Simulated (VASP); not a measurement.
# CsLi2 (P-6m2) in VASP: further runs

The runs below take CsLi2 through relaxation of cell and atoms, with PBEsol, RPBE.

Everything below comes from runs of VASP 6.6.1. Logs are shortened: lines on timing, memory, paths and dates and some standing lists are left out, and cuts for length are marked.

### Step 1. Starting point

Symmetry: P-6m2, No. 187, hexagonal system. The conventional cell has a = 3.966 Å, b = 3.966 Å, c = 10.028 Å, α = 90.00°, β = 90.00°, γ = 120.00°. Cs (site symmetry -6m2) is surrounded by 6 Cs at 3.97 Å and 6 Li at 4.18 Å. Around Li (site symmetry 3m) lie 1 Li at 3.04 Å.

The cell was built by a generator and needn't be a form met in nature.

### Step 2. Relaxation of cell and atoms, PBEsol

INCAR

```
PREC = Accurate ; ENCUT = 600
EDIFF = 1E-7 ; ISMEAR = -1
SIGMA = 0.05 ; LREAL = False
LASPH = True ; NELM = 80
ALGO = Normal ; ISIF = 3
LWAVE = False ; LCHARG = False
GGA = PS ; IBRION = 2
NSW = 40 ; EDIFFG = -0.01
```

KPOINTS

```
regular mesh
0
Gamma
  8 8 3
```

POSCAR

```
CsLi2
1.0
    3.9663300000      0.0000000000      0.0000000000
   -1.9831700000      3.4349500000      0.0000000000
    0.0000000000      0.0000000000     10.0283800000
Cs Li
1 2
Direct
    0.0000000000      0.0000000000      0.0000000000
    0.3333300000      0.6666700000      0.3486300000
    0.3333300000      0.6666700000      0.6513700000
```

Potentials or basis: VASP PAW PBE potentials, release 64 (Cs_sv, Li_sv).

Started as:

```bash
$ cat potpaw_PBE.64/Cs_sv/POTCAR potpaw_PBE.64/Li_sv/POTCAR > POTCAR
$ mpirun -np 1 vasp_std > vasp.out
```

OUTCAR:

```text
PREC = Accurate
   ENCUT = 600
   EDIFF = 1E-7
   ISMEAR = -1
   LREAL = False
   LASPH = True
   NELM = 80
   ISIF = 3
   GGA = PS
   IBRION = 2
   NSW = 40
   EDIFFG = -0.01

 ion  position               nearest neighbor table
   1  0.000  0.000  0.000-
   2  0.333  0.667  0.349-
   3  0.333  0.667  0.651-

  LATTYP: Found a hexagonal cell.
 ALAT       =     3.9663300000
 C/A-ratio  =     2.5283776186

  Lattice vectors:

 A1 = (   3.9663300000,   0.0000000000,   0.0000000000)
 A2 = (  -1.9831700000,   3.4349500000,   0.0000000000)
 A3 = (   0.0000000000,   0.0000000000,  10.0283800000)

Analysis of symmetry for initial positions (statically):
=====================================================================
 Subroutine PRICEL returns:
 Original cell was already a primitive cell.

 Routine SETGRP: Setting up the symmetry group for a
 hexagonal supercell.

 Subroutine GETGRP returns: Found  4 space group operations
 (whereof  4 operations were pure point group operations)
 out of a pool of 24 trial point group operations.

The static configuration has the point symmetry C_2v.

Analysis of symmetry for dynamics (positions and initial velocities):
=====================================================================
 Subroutine PRICEL returns:
 Original cell was already a primitive cell.

 Routine SETGRP: Setting up the symmetry group for a
 hexagonal supercell.

 Subroutine GETGRP returns: Found  4 space group operations
 (whereof  4 operations were pure point group operations)
 out of a pool of 24 trial point group operations.

The dynamic configuration has the point symmetry C_2v.

 Subroutine INISYM returns: Found  4 space group operations
 (whereof  4 operations are pure point group operations),
 and found     1 'primitive' translations

----------------------------------------------------------------------------------------

                                     Primitive cell

  volume of cell :     136.6281

  direct lattice vectors                    reciprocal lattice vectors
     3.966330000  0.000000000  0.000000000     0.252122239  0.145562893  0.000000000
    -1.983170000  3.434950000  0.000000000     0.000000000  0.291125053  0.000000000
     0.000000000  0.000000000 10.028380000     0.000000000  0.000000000  0.099717003

  length of vectors
     3.966330000  3.966338961 10.028380000     0.291125710  0.291125053  0.099717003

  position of ions in fractional coordinates (direct lattice)
     0.000000000  0.000000000  0.000000000
     0.333330000  0.666670000  0.348630000
     0.333330000  0.666670000  0.651370000

  ion indices of the primitive-cell ions
   primitive index   ion index
                 1           1
                 2           2
                 3           3

----------------------------------------------------------------------------------------

 KPOINTS: regular mesh

Automatic generation of k-mesh.
 Grid dimensions read from file:
 generate k-points for:    8    8    3

 Generating k-lattice:

  Cartesian coordinates                     Fractional coordinates (reciprocal lattice)
     0.031515280  0.018195362  0.000000000     0.125000000  0.000000000  0.000000000
     0.000000000  0.036390632  0.000000000     0.000000000  0.125000000  0.000000000
     0.000000000  0.000000000  0.033239001     0.000000000  0.000000000  0.333333333

  Length of vectors
     0.036390714  0.036390632  0.033239001

  Shift w.r.t. Gamma in fractional coordinates (k-lattice)
     0.000000000  0.000000000  0.000000000

 Subroutine IBZKPT returns following result:
 ===========================================

 Found     42 irreducible k-points:

 Following reciprocal coordinates:
            Coordinates               Weight
  0.000000  0.000000  0.000000      1.000000
  0.125000  0.000000  0.000000      4.000000
 -0.125000  0.125000  0.000000      2.000000
  0.250000  0.000000  0.000000      4.000000
 -0.250000  0.250000  0.000000      2.000000
  0.375000 -0.000000  0.000000      4.000000
[... 16 lines left out ...]
  0.125000  0.000000  0.333333      8.000000
 -0.125000  0.125000  0.333333      4.000000
 [... further k-points ...]
   k-points           NKPTS =     42   k-points in BZ     NKDIM =     42   number of bands    NBANDS=     11
   number of dos      NEDOS =    301   number of ions     NIONS =      3
   total plane-waves  NPLWV =  81920
   dimension x,y,z NGX =    32 NGY =   32 NGZ =   80
   dimension x,y,z NGXF=    64 NGYF=   64 NGZF=  160
   ions per type =               1   2
   NGX,Y,Z   is equivalent  to a cutoff of  13.41, 13.41, 13.26 a.u.
   NGXF,Y,Z  is equivalent  to a cutoff of  26.83, 26.83, 26.52 a.u.
 SYSTEM =  unknown system
   PREC   = accura    normal or accurate (medium, high low for compatibility)
   ISTART =      0    job   : 0-new  1-cont  2-samecut
   ICHARG =      2    charge: 1-file 2-atom 10-const
   ISPIN  =      1    spin polarized calculation?
   LNONCOLLINEAR =      F non collinear calculations
   LSORBIT =      F    spin-orbit coupling
   LASPH  =      T    aspherical Exc in radial PAW
   ENCUT  =  600.0 eV  44.10 Ry    6.64 a.u.   7.92  7.92 20.03*2*pi/ulx,y,z
   NELM   =     80;   NELMIN=  2; NELMDL= -5     # of ELM steps
   EDIFF  = 0.1E-06   stopping-criterion for ELM
   LREAL  =      F    real-space projection
   EDIFFG = -.1E-01   stopping-criterion for IOM
   NSW    =     40    number of steps for IOM
   IBRION =      2    ionic relax: 0-MD 1-quasi-New 2-CG
   NFREE  =      1    steps in history (QN), initial steepest desc. (CG)
   ISIF   =      3    stress and relaxation
   ISYM   =      2    0-nonsym 1-usesym 2-fastsym
   POTIM  = 0.5000    time-step for ionic-motion
   TEBEG  =    0.0;   TEEND  =   0.0 temperature during run
   PSTRESS=    0.0 pullay stress
   NELECT =      15.0000    total number of electrons
   NUPDOWN=      -1.0000    fix difference up-down
   EMIN   =  10.00;   EMAX   =-10.00  energy-range for DOS
   EFERMI =   0.00;   METHOD = LEGACY
   ISMEAR =    -1;   SIGMA  =   0.05  broadening in eV -4-tet -1-fermi 0-gaus
   EFERMI_NEDOS =   21; number of points for ismear=-14 and -15
   IALGO  =     38    algorithm
   IMIX   =      4    mixing-type and parameters
     AMIX     =   0.40;   BMIX     =  1.00
     AMIX_MAG =   1.60;   BMIX_MAG =  1.00
  volume/ion in A,a.u.               =      45.54       307.34
  Fermi-wavevector in a.u.,A,eV,Ry     =   0.783896  1.481349  8.360689  0.614493
  Thomas-Fermi vector in A             =   1.887918
   LORBIT       =      0    0 simple, 1 ext, 2 COOP (PROOUT), +10 PAW based schemes
   GGA     = PS    functional components
   LHFCALC =     F    Hartree Fock is set to
   AEXX    =    0.0000 exact exchange contribution
   IVDW    =     0    specifies the selected vdW correction
   LEPSILON=     F    determine dielectric tensor
   LRPA    =     F    only Hartree local field effects (RPA)
 conjugate gradient relaxation of ions
 non-spin polarized calculation
  energy-cutoff  :      600.00
  volume of cell :      136.63
 maximum number of plane-waves:      4579
   NGX = 15   NGY = 15   NGZ = 41

--------------------------------------- Ionic step        1  -------------------------------------------

 number of electron      14.9999995 magnetization

 Free energy of the ion-electron system (eV)
  ---------------------------------------------------
  ext. energy  EPLUGINS =         0.00000000
  ---------------------------------------------------
  free energy    TOTEN  =        -3.76297553 eV

  energy without entropy =       -3.74242419  energy(sigma->0) =       -3.75269986

------------------------ aborting loop because EDIFF is reached ----------------------------------------

  FORCE on cell =-STRESS in cart. coord.  units (eV):
  Direction    XX          YY          ZZ          XY          YZ          ZX
  --------------------------------------------------------------------------------------
  -------------------------------------------------------------------------------------
  Total       -0.3089400     -0.3089660     -0.3052532     -0.0000209      0.0000000      0.0000000
  in kB       -3.6228026     -3.6231076     -3.5795695     -0.0002452      0.0000000      0.0000000
  external PRESSURE =      -3.6084933 kB  Pullay stress =       0.0000000 kB
[... 244 lines left out ...]
  energy  without entropy=       -3.7597538487  energy(sigma->0) =       -3.76958844

--------------------------------------- Ionic step        8  -------------------------------------------

 number of electron      15.0000004 magnetization

 Free energy of the ion-electron system (eV)
  ---------------------------------------------------
  ext. energy  EPLUGINS =         0.00000000
  ---------------------------------------------------
  free energy    TOTEN  =        -3.77981029 eV

  energy without entropy =       -3.75960118  energy(sigma->0) =       -3.76970574

 E-fermi :   0.8475     XC(G=0):  -6.7323

 val. band max:        0.8248191935   @ k =   0.3750  -0.0000   0.0000
 cond. band min:       0.8751773785   @ k =   0.5000   0.5000   0.0000
 fundamental gap:      0.0503581850
 Fermi energy:         0.8474937582

 k-point     1 :       0.0000    0.0000    0.0000
  band No.  band energies     occupation
      1     -46.0175      2.00000
      2     -46.0136      2.00000
      3     -23.1081      2.00000
      4      -9.8502      2.00000
      5      -8.8658      2.00000
      6      -8.8658      2.00000
      7      -1.5840      2.00000
      8       0.0375      2.00000
      9       0.2609      1.99998
     10       1.8331      0.00000
     11       4.2139      0.00000
[... 309 lines left out ...]
 k-point    24 :      -0.1250    0.1250    0.3333
  band No.  band energies     occupation
      1     -46.0174      2.00000
      2     -46.0134      2.00000
      3     -23.0633      2.00000
      4      -9.7891      2.00000
      5      -9.2362      2.00000
      6      -8.9421      2.00000
      7      -1.1734      2.00000
      8      -0.4712      2.00000
      9       1.3210      0.00015
     10       1.9806      0.00000
     11       3.5944      0.00000

 [... further k-points ...]

------------------------ aborting loop because EDIFF is reached ----------------------------------------

  FORCE on cell =-STRESS in cart. coord.  units (eV):
  Direction    XX          YY          ZZ          XY          YZ          ZX
  --------------------------------------------------------------------------------------
  -------------------------------------------------------------------------------------
  Total        0.0036811      0.0036763      0.0067265     -0.0000042      0.0000000      0.0000000
  in kB        0.0478651      0.0478030      0.0874646     -0.0000540      0.0000000      0.0000000
  external PRESSURE =       0.0610443 kB  Pullay stress =       0.0000000 kB
[... 18 lines left out ...]
  FREE ENERGIE OF THE ION-ELECTRON SYSTEM (eV)
  ---------------------------------------------------
  free  energy   TOTEN  =        -3.7798102932 eV

  energy  without entropy=       -3.7596011838  energy(sigma->0) =       -3.76970574

 reached required accuracy - stopping structural energy minimisation
```

Run time: 2.8 min. Hardware: 1 thread of Intel Xeon 6975P-C (Granite Rapids), shared host; peak memory 0.33 GiB.

What came out:

```yaml
Free_energy: -3.7798 eV
Relaxed_volume: 41.07 Å³/atom
Relaxed_cell: a = 3.810 Å, b = 3.810 Å, c = 9.800 Å, α = 90.00°, β = 90.00°, γ = 120.00°
Space_group_after_relaxing_to_0.05_Å: P-6m2 (No. 187)
Energy_gained_by_relaxing: 5.6 meV/atom
Ionic_steps: 8
Pressure_after_relaxing: 0.0 GPa
Band_gap_on_the_k_mesh: none (metal or under the smearing width)
```

Forces on the atoms (eV/Å):
```
Cs   0.000  0.000  0.000
Li   0.000  0.000  0.002
Li   0.000  0.000 -0.002
```

Step by step:
| step | energy change (eV) | largest force (eV/Å) | pressure (GPa) | volume (Å³) |
| --- | --- | --- | --- | --- |
| 1 | 0.0000 | 0.0122 | -0.36 | 136.63 |
| 2 | -0.0043 | 0.0112 | -0.32 | 134.61 |
| 3 | -0.0133 | 0.0056 | -0.16 | 128.67 |
| 4 | -0.0090 | 0.0157 | 0.32 | 117.33 |
| 5 | -0.0156 | 0.0004 | -0.01 | 124.59 |
| 6 | -0.0156 | 0.0011 | 0.00 | 124.22 |
| 7 | -0.0164 | 0.0016 | 0.00 | 123.78 |
| 8 | -0.0168 | 0.0020 | 0.01 | 123.22 |

Final structure:
```xyz
3
Lattice="3.8102 0.0000 0.0000 -1.9051 3.2997 0.0000 0.0000 0.0000 9.8003" Properties=species:S:1:pos:R:3 pbc="T T T"
Cs   -1.9051    3.2997    0.0000
Li    0.0000    2.1998    3.4130
Li    0.0000    2.1998    6.3873
```

Caveat: the cutoff is under 1.25 times the usual one of these potentials, so pressure, stress and relaxed cells hold a basis-set (Pulay) error; the PAW data sets were made with another functional, which shifts forces and pressure a little. The run has no spin-orbit coupling, so splittings on Cs are missing.

### Step 3. Relaxation of cell and atoms, RPBE

INCAR: that of step 2 with these lines changed.

```diff
@@ -6,3 +6,3 @@
 LWAVE = False ; LCHARG = False
-GGA = PS ; IBRION = 2
+GGA = RP ; IBRION = 2
 NSW = 40 ; EDIFFG = -0.01
```

KPOINTS is that of step 2.

POSCAR is that of step 2.

Potentials or basis: VASP PAW PBE potentials, release 64 (Cs_sv, Li_sv).

Started as:

```bash
$ cat potpaw_PBE.64/Cs_sv/POTCAR potpaw_PBE.64/Li_sv/POTCAR > POTCAR
$ mpirun -np 1 vasp_std > vasp.out
```

OUTCAR:

```text
PREC = Accurate
   ENCUT = 600
   EDIFF = 1E-7
   ISMEAR = -1
   LREAL = False
   LASPH = True
   NELM = 80
   ISIF = 3
   GGA = RP
   IBRION = 2
   NSW = 40
   EDIFFG = -0.01

 ion  position               nearest neighbor table
   1  0.000  0.000  0.000-
   2  0.333  0.667  0.349-
   3  0.333  0.667  0.651-

  LATTYP: Found a hexagonal cell.
 ALAT       =     3.9663300000
 C/A-ratio  =     2.5283776186

  Lattice vectors:

 A1 = (   3.9663300000,   0.0000000000,   0.0000000000)
 A2 = (  -1.9831700000,   3.4349500000,   0.0000000000)
 A3 = (   0.0000000000,   0.0000000000,  10.0283800000)

Analysis of symmetry for initial positions (statically):
=====================================================================
 Subroutine PRICEL returns:
 Original cell was already a primitive cell.

 Routine SETGRP: Setting up the symmetry group for a
 hexagonal supercell.

 Subroutine GETGRP returns: Found  4 space group operations
 (whereof  4 operations were pure point group operations)
 out of a pool of 24 trial point group operations.

The static configuration has the point symmetry C_2v.

Analysis of symmetry for dynamics (positions and initial velocities):
=====================================================================
 Subroutine PRICEL returns:
 Original cell was already a primitive cell.

[... 305 lines left out ...]

 number of electron      15.0000013 magnetization

 Free energy of the ion-electron system (eV)
  ---------------------------------------------------
  ext. energy  EPLUGINS =         0.00000000
  ---------------------------------------------------
  free energy    TOTEN  =        -3.04825468 eV

  energy without entropy =       -3.03086193  energy(sigma->0) =       -3.03955831

 E-fermi :   0.4611     XC(G=0):  -6.0619

 val. band max:        0.4353806076   @ k =   0.1250   0.1250   0.0000
 cond. band min:       0.4669170824   @ k =  -0.3750   0.3750   0.0000
 fundamental gap:      0.0315364748
 Fermi energy:         0.4611019819

 k-point     1 :       0.0000    0.0000    0.0000
  band No.  band energies     occupation
      1     -47.5920      2.00000
      2     -47.5894      2.00000
      3     -23.4857      2.00000
      4     -10.2334      2.00000
      5      -9.8415      2.00000
      6      -9.8415      2.00000
      7      -1.8112      2.00000
      8      -0.3572      2.00000
      9      -0.2230      2.00000
     10       1.6644      0.00000
     11       3.5579      0.00000
[... 309 lines left out ...]
 k-point    24 :      -0.1250    0.1250    0.3333
  band No.  band energies     occupation
      1     -47.5920      2.00000
      2     -47.5893      2.00000
      3     -23.4671      2.00000
      4     -10.2030      2.00000
      5     -10.0240      2.00000
      6      -9.8799      2.00000
      7      -1.4438      2.00000
      8      -0.8704      2.00000
      9       0.7900      0.00278
     10       1.5621      0.00000
     11       3.0687      0.00000

 [... further k-points ...]

------------------------ aborting loop because EDIFF is reached ----------------------------------------

  FORCE on cell =-STRESS in cart. coord.  units (eV):
  Direction    XX          YY          ZZ          XY          YZ          ZX
  --------------------------------------------------------------------------------------
  -------------------------------------------------------------------------------------
  Total       -0.0023075     -0.0023423     -0.0090555     -0.0000302      0.0000000      0.0000000
  in kB       -0.0244328     -0.0248016     -0.0958842     -0.0003193      0.0000000      0.0000000
  external PRESSURE =      -0.0483729 kB  Pullay stress =       0.0000000 kB
[... 18 lines left out ...]
  FREE ENERGIE OF THE ION-ELECTRON SYSTEM (eV)
  ---------------------------------------------------
  free  energy   TOTEN  =        -3.0482546832 eV

  energy  without entropy=       -3.0308619300  energy(sigma->0) =       -3.03955831

 reached required accuracy - stopping structural energy minimisation
```

CONTCAR:

```text
CsLi2
   1.00000000000000
     4.1484038167639286   -0.0000181779790123    0.0000000000000000
    -2.0742228805320608    3.5926227539755087    0.0000000000000000
     0.0000000000000000    0.0000000000000000   10.1527563284573450
  Cs              Li
     1     2
Direct
     0.9999998363384617    0.0000001636615351    0.0000000000000000
     0.3333300818307657    0.6666699181692359    0.3496084076189974
     0.3333300818307657    0.6666699181692359    0.6503915923810025

  0.00000000E+00  0.00000000E+00  0.00000000E+00
  0.00000000E+00  0.00000000E+00  0.00000000E+00
  0.00000000E+00  0.00000000E+00  0.00000000E+00
```

It took 3.1 min on 1 thread of Intel Xeon 6975P-C (Granite Rapids), shared host; peak memory 0.33 GiB.

Results:

| Quantity | Value |
| --- | --- |
| Free energy | -3.0483 eV |
| Relaxed volume | 50.44 Å³/atom |
| Relaxed cell | a = 4.148 Å, b = 4.148 Å, c = 10.153 Å, α = 90.00°, β = 90.00°, γ = 120.00° |
| Space group after relaxing (to 0.05 Å) | P-6m2 (No. 187) |
| Energy gained by relaxing | 5.9 meV/atom |
| Ionic steps | 5 |
| Pressure after relaxing | 0.0 GPa |
| Largest force after relaxing | 0.007 eV/Å |
| Band gap on the k mesh | none (metal or under the smearing width) |

Forces on the atoms (eV/Å):
```
Cs   0.000  0.000  0.000
Li   0.000  0.000  0.007
Li   0.000  0.000 -0.007
```

Step by step:
| step | energy change (eV) | largest force (eV/Å) | pressure (GPa) | volume (Å³) |
| --- | --- | --- | --- | --- |
| 1 | 0.0000 | 0.0275 | 0.34 | 136.63 |
| 2 | -0.0047 | 0.0242 | 0.29 | 138.56 |
| 3 | -0.0142 | 0.0156 | 0.14 | 144.47 |
| 4 | -0.0156 | 0.0004 | -0.11 | 156.72 |
| 5 | -0.0177 | 0.0066 | 0.00 | 151.31 |

Final structure:
```
CELL_PARAMETERS angstrom
4.14840 -0.00002 0.00000
-2.07422 3.59262 0.00000
0.00000 0.00000 10.15276
ATOMIC_POSITIONS crystal
Cs 0.00000 0.00000 0.00000
Li 0.33333 0.66667 0.34961
Li 0.33333 0.66667 0.65039
```

Caveat: the cutoff is under 1.25 times the usual one of these potentials, so pressure, stress and relaxed cells hold a basis-set (Pulay) error; the PAW data sets were made with another functional, which shifts forces and pressure a little.
